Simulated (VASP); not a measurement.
# Si2W: how cutoff and mesh change the relaxed cell, part 2 of 2

How far does the relaxed cell of Si2W depend on cutoff and k mesh? The starting structure is a measured crystal structure from the Crystallography Open Database. The first relaxation on each setting starts from this cell expanded by 3 % in volume.

VASP 6.6.1.

Results so far: reference 13.35 Å³ an atom; a cutoff of 250 eV 13.33 Å³ an atom; an 8×8×8 mesh 13.35 Å³ an atom.

### Step 5. Relaxation with a cutoff of 600 eV

Level of this step: PBEsol; plane waves and PAW (W, Si) (VASP).

Against step 2 the input has ENCUT = 600. This run starts from the cell of an earlier relaxation, which isn't shown; the restart sets up the plane waves anew.

INCAR

```
SYSTEM = Si2W
PREC = Accurate
ENCUT = 600
EDIFF = 1E-06
NELM = 100
ISMEAR = 0
SIGMA = 0.05
LREAL = .FALSE.
ALGO = Normal
GGA = PS
NBANDS = 13
LASPH = .TRUE.
LORBIT = 11
LWAVE = .FALSE.
LCHARG = .FALSE.
KPAR = 8
IBRION = 2
NSW = 50
ISIF = 3
EDIFFG = -0.006
```

POSCAR

```
Si2W
1.0
   -1.6010072909      1.6010072909      3.9063376208
    1.6010072909     -1.6010072909      3.9063376208
    1.6010072909      1.6010072909     -3.9063376208
W Si
1 2
Direct
    0.0000000000      0.0000000000      0.0000000000
    0.6654039433      0.6654039433      0.0000000000
    0.3345960567      0.3345960567      0.0000000000
```

KPOINTS

```
Automatic mesh
0
Gamma
14 14 14
0 0 0
```

The projector-augmented-wave data sets are W and Si (PBE family, release 64).

Launch:

```
$ mpirun -np 8 vasp_std
```

What it wrote:

```text
[... set-up lines as in an earlier step ...]
 entering main loop
       N       E                     dE             d eps       ncg     rms          rms(c)
DAV:   1     0.335777138755E+02    0.33578E+02   -0.65547E+03  6352   0.105E+03
DAV:   2    -0.247545337990E+02   -0.58332E+02   -0.53118E+02  7752   0.203E+02
DAV:   3    -0.275718663946E+02   -0.28173E+01   -0.27136E+01  8711   0.354E+01
DAV:   4    -0.276129066972E+02   -0.41040E-01   -0.40958E-01  7603   0.481E+00
[...]
DAV:  10    -0.267248011201E+02    0.36107E-04   -0.33164E-04  8029   0.117E-01    0.566E-02
DAV:  11    -0.267247850824E+02    0.16038E-04   -0.48129E-05  7981   0.495E-02    0.204E-02
DAV:  12    -0.267247852885E+02   -0.20612E-06   -0.15434E-06  5722   0.992E-03
   1 F= -.26724785E+02 E0= -.26724638E+02  d E =-.267248E+02
[...]
reached required accuracy - stopping structural energy minimisation
```

Wall time 16 s (8 MPI ranks of Intel Xeon 6975P-C (Granite Rapids), shared host); peak memory 2.7 GiB.

OUTCAR, selected parts (step 5):

```text
  Total       -0.0044118     -0.0044118      0.0022003      0.0000000      0.0000000      0.0000000
  in kB       -0.1764860     -0.1764860      0.0880202      0.0000000      0.0000000      0.0000000
  external PRESSURE =      -0.0883173 kB  Pullay stress =       0.0000000 kB

 POSITION                                       TOTAL-FORCE (eV/Angst)
 -----------------------------------------------------------------------------------
      0.00000      0.00000      0.00000         0.000000      0.000000      0.000000
      0.00000      0.00000      5.19858        -0.000000     -0.000000      0.001176
      0.00000      0.00000      2.61409        -0.000000     -0.000000     -0.001176
 -----------------------------------------------------------------------------------
    total drift:                               -0.000000     -0.000000      0.000000

  FREE ENERGIE OF THE ION-ELECTRON SYSTEM (eV)
  ---------------------------------------------------
  free  energy   TOTEN  =       -26.7247852885 eV

  energy  without entropy=      -26.7244905974  energy(sigma->0) =      -26.72463794

[... 2 parts as in an earlier step ...]

[... 2 further parts left out ...]
[key lines of the parts left out:]
E-fermi :  10.5661
```

With a cutoff of 600 eV the cell ends at 13.350 Å³ an atom, +0.01 % from the reference; the bulk modulus is 238.0 GPa against 238.1 GPa.

### Step 6. Relaxation with a 20×20×20 mesh

Against step 2 the input has a 20×20×20 mesh. This run starts from the cell of an earlier relaxation, which isn't shown; the restart sets up the plane waves anew.

INCAR, as its differences from that of step 5:

```diff
@@ -2,3 +2,3 @@
 PREC = Accurate
-ENCUT = 600
+ENCUT = 450
 EDIFF = 1E-06
```

POSCAR

```
Si2W
1.0
   -1.6008706695      1.6008706695      3.9063544897
    1.6008706695     -1.6008706695      3.9063544897
    1.6008706695      1.6008706695     -3.9063544897
W Si
1 2
Direct
    0.0000000000      0.0000000000      0.0000000000
    0.6654373459      0.6654373459      0.0000000000
    0.3345626541      0.3345626541      0.0000000000
```

KPOINTS

```
Automatic mesh
0
Gamma
20 20 20
0 0 0
```

Launch:

```
$ mpirun -np 8 vasp_std
```

What it wrote:

```text
[... set-up lines as in an earlier step ...]
 entering main loop
       N       E                     dE             d eps       ncg     rms          rms(c)
DAV:   1     0.217126715980E+02    0.21713E+02   -0.54904E+03 16962   0.827E+02
DAV:   2    -0.255001422402E+02   -0.47213E+02   -0.43095E+02 20782   0.174E+02
DAV:   3    -0.275869960523E+02   -0.20869E+01   -0.20295E+01 22754   0.303E+01
DAV:   4    -0.276136806096E+02   -0.26685E-01   -0.26640E-01 19680   0.389E+00
[...]
DAV:  10    -0.267248711624E+02    0.32968E-04   -0.32020E-04 21137   0.112E-01    0.588E-02
DAV:  11    -0.267248539488E+02    0.17214E-04   -0.50788E-05 20877   0.492E-02    0.213E-02
DAV:  12    -0.267248541361E+02   -0.18729E-06   -0.16625E-06 14969   0.101E-02
   1 F= -.26724854E+02 E0= -.26724677E+02  d E =-.267249E+02
[...]
reached required accuracy - stopping structural energy minimisation
```

Run time: 21 s. Hardware: 8 MPI ranks; peak memory 3.3 GiB.

OUTCAR, selected parts (step 6):

```text
  Total       -0.0031405     -0.0031405      0.0053138      0.0000000      0.0000000      0.0000000
  in kB       -0.1256496     -0.1256496      0.2126055      0.0000000      0.0000000      0.0000000
  external PRESSURE =      -0.0128979 kB  Pullay stress =       0.0000000 kB

 POSITION                                       TOTAL-FORCE (eV/Angst)
 -----------------------------------------------------------------------------------
      0.00000      0.00000      0.00000        -0.000000     -0.000000      0.000000
      0.00000      0.00000      5.19887         0.000000      0.000000      0.001070
      0.00000      0.00000      2.61384        -0.000000     -0.000000     -0.001070
 -----------------------------------------------------------------------------------
    total drift:                                0.000000     -0.000000     -0.000000

  FREE ENERGIE OF THE ION-ELECTRON SYSTEM (eV)
  ---------------------------------------------------
  free  energy   TOTEN  =       -26.7248541361 eV

  energy  without entropy=      -26.7244995679  energy(sigma->0) =      -26.72467685

[... 1 part as in an earlier step ...]

[... 3 further parts left out ...]
[key lines of the parts left out:]
E-fermi :  10.5489
```

With a 20×20×20 mesh the cell ends at 13.348 Å³ an atom, -0.01 % from the reference; the bulk modulus is 237.9 GPa against 238.1 GPa.

### Step 7. The runs compared

| run | volume (Å³/atom) | change (%) | bulk modulus (GPa) | pressure left (GPa) | core minutes |
| --- | --- | --- | --- | --- | --- |
| reference | 13.349 | - | 238.1 | 0.0 | 7.07 |
| a cutoff of 250 eV | 13.333 | -0.12 | 237.9 | 0.02 | 3.97 |
| an 8×8×8 mesh | 13.351 | 0.01 | 238.4 | 0.0 | 3.49 |
| a cutoff of 600 eV | 13.35 | 0.01 | 238.0 | -0.01 | 17.5 |
| a 20×20×20 mesh | 13.348 | -0.01 | 237.9 | 0.0 | 16.5 |

Core minutes are wall time times ranks, summed over the relaxations behind a row (those for a bulk modulus apart), on shared hosts.

### Step 8. What came out

```json
{"volume of the reference": "13.35 Å³/atom", "volume against the reference, a cutoff of 250 eV": "-0.12 %", "volume against the reference, an 8×8×8 mesh": "+0.01 %", "volume against the reference, a cutoff of 600 eV": "+0.01 %", "volume against the reference, a 20×20×20 mesh": "-0.01 %"}
```

The volume moves most with a cutoff of 250 eV: -0.12 % against the reference (450 eV, 14×14×14 mesh). On finer settings it changes by +0.01 % with a cutoff of 600 eV and -0.01 % with a 20×20×20 mesh. The bulk modulus stays within 2 %. Further runs on this material are not shown.

[Lines on the potential files, build, host, timing and source positions are cut from VASP's logs without a mark.]

[Logs are printed without paths, hosts, clocks, repeated set-up lines and the standing remarks that a program may print on its own settings, such as how far it seeks lower states.]

[Hosts, paths, dates, database ids (printed as entryN), source tags and the programs' standing remarks are cut or masked in the printed files.]
